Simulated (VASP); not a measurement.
Level of theory: PBE GGA with D3 dispersion (Becke-Johnson damping), VASP's PBE PAW potentials (set 64) (plane waves; VASP 6.6.1). For the first row: Numerical set-up: 520 eV cut-off, 10×10×10 Γ-centred mesh, Gaussian smearing of 0.050 eV, potentials B P.

| system | energy (eV/atom) |
|---|---|
| BP (zinc blende) | -6.7914 |
| B atom | -0.4635 |
| P atom | -1.8872 |

Atoms are spin-polarised in a large box without symmetry, with the spin fixed by Hund's rule, and may not be in the lowest state of each functional; no zero-point energy is added.

**Question.** What is the cohesive energy per atom of BP?

**Answer.** The references average (1×(-0.4635) + 1×(-1.8872))/2 = -1.1753 eV, so the cohesive energy is -1.1753 − (-6.7914) = 5.616 eV/atom. Measured: 5.140 eV/atom at 0 K (as given by Daniel Mejia-Rodriguez et al., Physical Review B (2018), arXiv:1807.09216; static lattice: zero-point vibration energy added).
